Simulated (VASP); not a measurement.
# TePt: structure and properties in VASP, part 6 of 6

Aim: relax TePt with PBEsol, compute its properties on that cell and hold them against experiment. The start is a cell from a database of measured crystal structures.

VASP 6.6.1; PBEsol; plane waves and PAW (Te, Pt).

Still holding for the runs below: The k-mesh is coarse for a metal.

So far. Step 10 (Volume scan with PBEsol, volume scale 0.98): The run ends at a pressure of 2.87 GPa, with forces up to 0.26 eV/Å.

The database entry behind the starting cell differs from later determinations by our own check (c about 0.8 % long), so it need not match the best structure at ambient conditions.

**11. Volume scan with PBEsol, volume scale 1**

Contents of INCAR:

```
SYSTEM = TePt
PREC = Accurate
ENCUT = 400
EDIFF = 1E-06
NELM = 100
ISMEAR = 0
SIGMA = 0.05
LREAL = .FALSE.
ALGO = Normal
GGA = PS
NBANDS = 22
LASPH = .TRUE.
LORBIT = 11
LWAVE = .FALSE.
LCHARG = .FALSE.
KPAR = 4
ISIF = 2
```

Contents of POSCAR:

```
TePt
1.0
    1.9772619222      1.1415727030      6.6267833343
   -1.9772619222      1.1415727030      6.6267833343
    0.0000000000     -2.2831454061      6.6267833343
Te Pt
2 2
Direct
    0.5987281417      0.5987281417      0.5987281417
    0.4012718583      0.4012718583      0.4012718583
    0.8700474103      0.8700474103      0.8700474103
    0.1299525897      0.1299525897      0.1299525897
```

Contents of KPOINTS:

```
Automatic mesh
0
Gamma
7 7 7
0 0 0
```

The projector-augmented-wave data sets are Te and Pt (PBE family, release 64).

Launch:

```
> mpirun -np 4 vasp_std
```

The log of the run:

```text
[... set-up lines as in an earlier step ...]
 entering main loop
       N       E                     dE             d eps       ncg     rms          rms(c)
DAV:   1     0.142261938567E+03    0.14226E+03   -0.12144E+04  1936   0.104E+03
DAV:   2    -0.165109890494E+02   -0.15877E+03   -0.14806E+03  2336   0.216E+02
DAV:   3    -0.230257217461E+02   -0.65147E+01   -0.63769E+01  2320   0.436E+01
DAV:   4    -0.231241592057E+02   -0.98437E-01   -0.98380E-01  2336   0.598E+00
[...]
DAV:  12    -0.223629521973E+02    0.16155E-06   -0.17509E-05  2308   0.294E-02    0.369E-02
DAV:  13    -0.223629511445E+02    0.10529E-05   -0.22170E-06  1590   0.117E-02    0.130E-02
DAV:  14    -0.223629507094E+02    0.43508E-06   -0.12130E-06  1190   0.713E-03
   1 F= -.22362951E+02 E0= -.22361654E+02  d E =-.259347E-02
```

It took 33 s on 4 MPI ranks of AMD EPYC 9R45, shared host; peak memory 1.3 GiB; 1.9 min of CPU time.

From OUTCAR (step 11):

```text
  Total        0.0133125      0.0133125      0.0021373      0.0000000     -0.0000000      0.0000000
  in kB        0.2376553      0.2376553      0.0381557      0.0000000     -0.0000000      0.0000000
  external PRESSURE =       0.1711554 kB  Pullay stress =       0.0000000 kB

 POSITION                                       TOTAL-FORCE (eV/Angst)
 -----------------------------------------------------------------------------------
      0.00000     -0.00000     11.90293         0.000000     -0.000000      0.008695
      0.00000     -0.00000      7.97742         0.000000      0.000000     -0.008695
      0.00000     -0.00000     17.29685         0.000000      0.000000     -0.006528
      0.00000     -0.00000      2.58350         0.000000     -0.000000      0.006528
 -----------------------------------------------------------------------------------
    total drift:                                0.000000     -0.000000      0.000000

  FREE ENERGIE OF THE ION-ELECTRON SYSTEM (eV)
  ---------------------------------------------------
  free  energy   TOTEN  =       -22.3629507094 eV

  energy  without entropy=      -22.3603572422  energy(sigma->0) =      -22.36165398

[... 2 parts as in an earlier step ...]

[... 1 further part left out ...]
[key lines of the parts left out:]
E-fermi :   8.3682
```

The pressure falls from 2.87 to 0.02 GPa.

The run ends at a pressure of 0.02 GPa, with forces up to 0.0087 eV/Å.

**12. Volume scan with PBEsol, volume scale 1.02**

INCAR is that of step 11.

Contents of POSCAR:

```
TePt
1.0
    1.9903567536      1.1491330075      6.6706705956
   -1.9903567536      1.1491330075      6.6706705956
    0.0000000000     -2.2982660150      6.6706705956
Te Pt
2 2
Direct
    0.5987281417      0.5987281417      0.5987281417
    0.4012718583      0.4012718583      0.4012718583
    0.8700474103      0.8700474103      0.8700474103
    0.1299525897      0.1299525897      0.1299525897
```

KPOINTS is that of step 11.

Launch:

```
> mpirun -np 4 vasp_std
```

The log of the run:

```text
[... set-up lines as in an earlier step ...]
 entering main loop
       N       E                     dE             d eps       ncg     rms          rms(c)
DAV:   1     0.141339646866E+03    0.14134E+03   -0.12126E+04  1936   0.104E+03
DAV:   2    -0.167221111217E+02   -0.15806E+03   -0.14767E+03  2378   0.214E+02
DAV:   3    -0.230195173172E+02   -0.62974E+01   -0.61781E+01  2356   0.431E+01
DAV:   4    -0.231113826657E+02   -0.91865E-01   -0.91821E-01  2390   0.582E+00
[...]
DAV:  11    -0.223492516723E+02    0.40484E-04   -0.19575E-04  2272   0.835E-02    0.436E-02
DAV:  12    -0.223492530575E+02   -0.13852E-05   -0.16478E-05  2296   0.271E-02    0.341E-02
DAV:  13    -0.223492524289E+02    0.62860E-06   -0.15835E-06  1472   0.996E-03
   1 F= -.22349252E+02 E0= -.22347869E+02  d E =-.276612E-02
```

The job ended after 32 s (4 MPI ranks; peak memory 1.3 GiB; 1.8 min of CPU time).

Parts of OUTCAR (step 12):

```text
  Total       -1.5427420     -1.5427420     -1.1572242      0.0000000      0.0000000      0.0000000
  in kB      -27.0011291    -27.0011291    -20.2537818      0.0000000      0.0000000      0.0000000
  external PRESSURE =     -24.7520133 kB  Pullay stress =       0.0000000 kB

 POSITION                                       TOTAL-FORCE (eV/Angst)
 -----------------------------------------------------------------------------------
      0.00000      0.00000     11.98175         0.000000      0.000000     -0.216192
      0.00000      0.00000      8.03026         0.000000     -0.000000      0.216192
      0.00000      0.00000     17.41140         0.000000      0.000000     -0.007710
      0.00000      0.00000      2.60061         0.000000      0.000000      0.007710
 -----------------------------------------------------------------------------------
    total drift:                                0.000000     -0.000000      0.000000

  FREE ENERGIE OF THE ION-ELECTRON SYSTEM (eV)
  ---------------------------------------------------
  free  energy   TOTEN  =       -22.3492524289 eV

  energy  without entropy=      -22.3464863051  energy(sigma->0) =      -22.34786937

[... 1 part as in an earlier step ...]

[... 2 further parts left out ...]
[key lines of the parts left out:]
E-fermi :   8.0702
```

The pressure falls from 0.02 to -2.48 GPa.

The run ends at a pressure of -2.48 GPa, with forces up to 0.22 eV/Å.

**13. Volume scan with PBEsol, volume scale 1.04**

INCAR is that of step 12.

Contents of POSCAR:

```
TePt
1.0
    2.0032815103      1.1565951192      6.7139878522
   -2.0032815103      1.1565951192      6.7139878522
    0.0000000000     -2.3131902385      6.7139878522
Te Pt
2 2
Direct
    0.5987281417      0.5987281417      0.5987281417
    0.4012718583      0.4012718583      0.4012718583
    0.8700474103      0.8700474103      0.8700474103
    0.1299525897      0.1299525897      0.1299525897
```

KPOINTS is that of step 12.

Launch:

```
> mpirun -np 4 vasp_std
```

The log of the run:

```text
[... set-up lines as in an earlier step ...]
 entering main loop
       N       E                     dE             d eps       ncg     rms          rms(c)
DAV:   1     0.141128491783E+03    0.14113E+03   -0.12185E+04  1936   0.104E+03
DAV:   2    -0.165427439024E+02   -0.15767E+03   -0.14646E+03  2362   0.212E+02
DAV:   3    -0.229757499002E+02   -0.64330E+01   -0.63262E+01  2378   0.435E+01
DAV:   4    -0.230716326156E+02   -0.95883E-01   -0.95825E-01  2350   0.588E+00
[...]
DAV:  11    -0.223090488298E+02    0.44954E-04   -0.21727E-04  2276   0.872E-02    0.408E-02
DAV:  12    -0.223090515783E+02   -0.27486E-05   -0.16320E-05  2254   0.255E-02    0.311E-02
DAV:  13    -0.223090513368E+02    0.24150E-06   -0.11871E-06  1496   0.846E-03
   1 F= -.22309051E+02 E0= -.22307613E+02  d E =-.287641E-02
```

Wall time 32 s (4 MPI ranks); peak memory 1.3 GiB.

Parts of OUTCAR (step 13):

```text
  Total       -2.9868761     -2.9868761     -2.2283324      0.0000000      0.0000000      0.0000000
  in kB      -51.2711012    -51.2711012    -38.2503509      0.0000000      0.0000000      0.0000000
  external PRESSURE =     -46.9308511 kB  Pullay stress =       0.0000000 kB

 POSITION                                       TOTAL-FORCE (eV/Angst)
 -----------------------------------------------------------------------------------
      0.00000     -0.00000     12.05956         0.000000      0.000000     -0.419801
      0.00000     -0.00000      8.08240         0.000000     -0.000000      0.419801
      0.00000     -0.00000     17.52446         0.000000      0.000000     -0.008073
      0.00000     -0.00000      2.61750         0.000000     -0.000000      0.008073
 -----------------------------------------------------------------------------------
    total drift:                                0.000000     -0.000000      0.000000

  FREE ENERGIE OF THE ION-ELECTRON SYSTEM (eV)
  ---------------------------------------------------
  free  energy   TOTEN  =       -22.3090513368 eV

  energy  without entropy=      -22.3061749236  energy(sigma->0) =      -22.30761313

[... 1 part as in an earlier step ...]

[... 2 further parts left out ...]
[key lines of the parts left out:]
E-fermi :   7.7841
```

The pressure falls from -2.48 to -4.69 GPa.

The run ends at a pressure of -4.69 GPa, with forces up to 0.42 eV/Å.

**14. Volume scan with PBEsol, volume scale 1.06**

A prediction first. A parabola through the 6 pressures of evenly scaled cells so far, P = 0.01 -134.1 t +368 t² GPa with t = ln(V/V₁) and V₁ the volume at scale 1, gives -6.55 GPa at t = +0.0583.

INCAR is that of step 13.

Contents of POSCAR:

```
TePt
1.0
    2.0160416092      1.1639621657      6.7567532591
   -2.0160416092      1.1639621657      6.7567532591
    0.0000000000     -2.3279243315      6.7567532591
Te Pt
2 2
Direct
    0.5987281417      0.5987281417      0.5987281417
    0.4012718583      0.4012718583      0.4012718583
    0.8700474103      0.8700474103      0.8700474103
    0.1299525897      0.1299525897      0.1299525897
```

KPOINTS is that of step 13.

Launch:

```
> mpirun -np 4 vasp_std
```

The log of the run:

```text
[... set-up lines as in an earlier step ...]
 entering main loop
       N       E                     dE             d eps       ncg     rms          rms(c)
DAV:   1     0.139555453943E+03    0.13956E+03   -0.12061E+04  1936   0.103E+03
DAV:   2    -0.164450840494E+02   -0.15600E+03   -0.14591E+03  2348   0.210E+02
DAV:   3    -0.229098074923E+02   -0.64647E+01   -0.63057E+01  2356   0.429E+01
DAV:   4    -0.230081316077E+02   -0.98324E-01   -0.98274E-01  2404   0.592E+00
[...]
DAV:  11    -0.222454764670E+02    0.49157E-04   -0.23584E-04  2250   0.903E-02    0.390E-02
DAV:  12    -0.222454801281E+02   -0.36611E-05   -0.16600E-05  2262   0.243E-02    0.284E-02
DAV:  13    -0.222454801864E+02   -0.58249E-07   -0.10145E-06  1514   0.751E-03
   1 F= -.22245480E+02 E0= -.22244047E+02  d E =-.286632E-02
```

The job ended after 33 s (4 MPI ranks; peak memory 1.3 GiB).

OUTCAR, selected parts (step 14):

```text
  Total       -4.3180368     -4.3180368     -3.2131983      0.0000000      0.0000000     -0.0000000
  in kB      -72.7225771    -72.7225771    -54.1153465      0.0000000      0.0000000     -0.0000000
  external PRESSURE =     -66.5201669 kB  Pullay stress =       0.0000000 kB

 POSITION                                       TOTAL-FORCE (eV/Angst)
 -----------------------------------------------------------------------------------
      0.00000     -0.00000     12.13637         0.000000      0.000000     -0.604432
      0.00000     -0.00000      8.13388         0.000000     -0.000000      0.604432
      0.00000     -0.00000     17.63609         0.000000      0.000000     -0.006202
      0.00000     -0.00000      2.63417         0.000000     -0.000000      0.006202
 -----------------------------------------------------------------------------------
    total drift:                                0.000000     -0.000000      0.000000

  FREE ENERGIE OF THE ION-ELECTRON SYSTEM (eV)
  ---------------------------------------------------
  free  energy   TOTEN  =       -22.2454801864 eV

  energy  without entropy=      -22.2426138669  energy(sigma->0) =      -22.24404703

[... 1 part as in an earlier step ...]

[... 2 further parts left out ...]
[key lines of the parts left out:]
E-fermi :   7.5097
```

The pressure falls from -4.69 to -6.65 GPa. The parabola predicted -6.55 GPa, +0.10 GPa off.

**15. Side by side**

Times are for 4 MPI ranks of AMD EPYC 9R45, shared host. Results by setting:

```csv
no.,volume scale,energy above the lowest point (meV/atom),pressure (GPa),time,memory (GiB)
1,0.94,38.77,9.730,33 s,1.3
2,0.96,16.62,6.088,34 s,1.3
3,0.98,4.06,2.866,34 s,1.3
4,1,0,0.01712,33 s,1.3
5,1.02,3.45,-2.475,32 s,1.3
6,1.04,13.51,-4.693,32 s,1.3
7,1.06,29.4,-6.652,33 s,1.3
```

**16. Fit for PBEsol**

This step: Birch-Murnaghan fit, PBEsol; plane waves and PAW (VASP 6.6.1).

No new run; the numbers come from the runs before.

This step gave:

```yaml
pressure_derivative_of_the_bulk_modulus: 5.231
r_m_s_error_of_the_fit: 4.57e-6 eV/atom
minimum_inside_the_sampled_range: yes
bulk_modulus: 133.4 GPa
equilibrium_volume_of_the_fit: 22.45 Å³/atom
```

Energy above the fitted minimum against volume:

```
volume (Å³/atom)  energy above the fitted minimum (eV/atom)
           21.09                                     0.0388
           21.54                                     0.0166
           21.99                                    0.00405
           22.44                                    -3.0e-6
           22.89                                    0.00344
           23.33                                     0.0135
           23.78                                     0.0294
```

The fitted volume lies +0.04 % from the relaxed one. The atoms bear forces along the scan, since they were held; freeing them would lower the modulus.

**17. What came out**

* relaxed volume: 22.44 Å³/atom
* relaxed conventional cell a, b, c: 3.955, 3.955, 19.880 Å; angles 90.0, 90.0, 120.0°
* space group after relaxing, within 0.02 Å: R-3m (No. 166)
* band gap: none, a metal
* DOS at the Fermi level: 1.96 states/eV/cell
* highest zone-centre mode: 180 cm⁻¹
* bulk modulus from the fit: 133 GPa
* volume from the fit: 22.4 Å³/atom

In words: With PBEsol, TePt relaxes to 22.44 Å³/atom in space group R-3m (held by the symmetry of the run), comes out as a metal and has a bulk modulus of 133 GPa at fixed shape and positions, an upper bound. Against the listed cell the volume lies -0.9 % (a -0.2 %, c -0.5 %). Bands along the symmetry lines (PBEsol): Of the bands kept, 4 cross the Fermi level on this path. Vibrations at Γ (PBEsol): The highest mode in this list at Γ, 179.5 cm⁻¹, has its largest share on Pt (64 % of the kinetic energy). Spin-orbit coupling is left out, and with elements this heavy it would split and shift bands near the Fermi level. The k-sampling is coarse for a metal, so the Fermi level, pressures and the shape of the cell carry errors. Modes at Γ alone can't show that the crystal is stable at other wave vectors. The bonds form layers, and without a dispersion term the spacing between them, and what depends on it, is unreliable. No search among competing phases was made, and a listed structure need not be the one stable at ambient conditions. All values are for a static lattice at zero temperature.

Comparison with the measured values:

| quantity | measured | PBEsol |
| --- | --- | --- |
| lattice constant a (Å) | 3.9612 | 3.955 (-0.2 %) |
| lattice constant c (Å) | 19.815 | 19.880 (+0.3 %) |

Measured values from arxiv:2203.06655 (2022).

How well it matches: The lattice constant a is off by -0.2 %: good agreement. The lattice constant c is off by +0.3 %: good agreement. The grades are ours: good and fair within 0.7 and 1.5 % for the lattice constant a and 0.8 and 2 % for the lattice constant c. Zero-point motion and thermal expansion (measured at up to 200 K) are not in the computed lattice constants.

[Lines on the potential files, build, host, timing and source positions are cut from VASP's logs without a mark.]

[Logs are printed without paths, hosts, clocks, repeated set-up lines and the standing remarks that a program may print on its own settings, such as how far it seeks lower states.]

[Hosts, paths, dates, database ids (printed as entryN), source tags and the programs' standing remarks are cut or masked in the printed files.]

[A measured line is paired with the nearest computed mode of its activity, which favours agreement.]
